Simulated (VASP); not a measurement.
Here is a VASP 6.6.1 calculation.

The input INCAR:

```
ALGO = Normal
EDIFF = 1E-7
EDIFFG = -0.005
ENCUT = 600
GGA = PE
IBRION = 2
ISIF = 3
ISMEAR = 0
LASPH = T
LCHARG = F
LREAL = F
LWAVE = F
NELM = 80
NSW = 90
PREC = Accurate
SIGMA = 0.03
```

KPOINTS

```
k-points
0
Gamma
  10 10 10
```

File POSCAR:

```
HgTe                                    
1.0
    0.0000000000      3.3264124772      3.3264124772
    3.3264124772     -0.0000000000      3.3264124772
    3.3264124772      3.3264124772     -0.0000000000
  Hg              Te            
     1     1
Direct
     0.0000000000000000    0.0000000000000000    0.0000000000000000
     0.2500000000000000    0.2500000000000000    0.2500000000000000
```

Potentials or basis: VASP PAW PBE potentials, release 64 (Hg, Te).

The run is started by

```console
$ cat potpaw_PBE.64/Hg/POTCAR potpaw_PBE.64/Te/POTCAR > POTCAR
$ mpirun -np 1 vasp_std > vasp.out
```

Question: Estimate the band gap on the k mesh.

Answer: None (metal or under the smearing width).

Question: Estimate the relaxed volume.

Answer: 36.85 Å³/atom.

Question: Predict the space group after relaxing (to 0.05 Å).

Answer: F-43m (No. 216).

Question: Predict the relaxed cell.

Answer: a = 4.706 Å, b = 4.706 Å, c = 4.706 Å, α = 60.00°, β = 60.00°, γ = 60.00°.

Final structure:
```xyz
2
Lattice="0.0000 3.3276 3.3276 3.3276 0.0000 3.3276 3.3276 3.3276 0.0000" Properties=species:S:1:pos:R:3 pbc="T T T"
Hg    3.3276    6.6552    3.3276
Te    1.6638    1.6638    1.6638
```

Spin-orbit coupling is left out, which matters for the levels of Hg, Te.
